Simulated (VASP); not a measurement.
Runs of VASP 6.6.1 on Li. Symmetry: Im-3m, No. 229, cubic system. The conventional cell has a = 3.479 Å, b = 3.479 Å, c = 3.479 Å, α = 90.00°, β = 90.00°, γ = 90.00°. Li (site symmetry m-3m) is surrounded by 8 Li at 3.01 Å. 

```tsv
task	level	potentials or basis	cell	k mesh	cutoff (eV)	mesh quality	gap on the mesh (eV)	pressure (GPa)	relaxed volume (Å³/atom)
relaxation of cell and atoms	PBEsol	VASP PAW PBE potentials, release 64 (Li_sv)	relaxed	6 × 6 × 6	600	coarse	none	0.0	(a)
relaxation of cell and atoms	RPBE	VASP PAW PBE potentials, release 64 (Li_sv)	relaxed	16 × 16 × 16	600	not flagged	none	0.0	20.83
single point	PBEsol	VASP PAW PBE potentials, release 64 (Li_sv)	as given	16 × 16 × 16	520	not flagged	none	-	-
relaxation of cell and atoms	PBEsol	VASP PAW PBE potentials, release 64 (Li_sv)	relaxed	16 × 16 × 16	600	not flagged	none	0.0	(b)
relaxation of cell and atoms	PBEsol	VASP PAW PBE potentials, release 64 (Li)	relaxed	16 × 16 × 16	580	not flagged	none	0.0	20.42
relaxation of cell and atoms	LDA	VASP PAW LDA potentials, release 64 (Li_sv)	relaxed	16 × 16 × 16	600	not flagged	none	0.0	18.72
```

Alike in all rows: no spin polarisation; smearing gaussian 0.1 eV.

Problem. Fill in the values left out.

Solution. (a) 20.28; (b) 20.08.

Caveats: some runs use coarse meshes; the cutoff is under 1.25 times the usual one of these potentials, so pressure, stress and relaxed cells hold a basis-set (Pulay) error (some runs); the PAW data sets were made with another functional, which shifts forces and pressure a little (some runs); the volume moved by -11 % from the deposited cell, more than functionals usually miss (some runs).

A gap of «none» marks a metal or a gap under the smearing width.

The runs don't all hold the same shells in valence.

Runs at the PBE level aren't shown here.
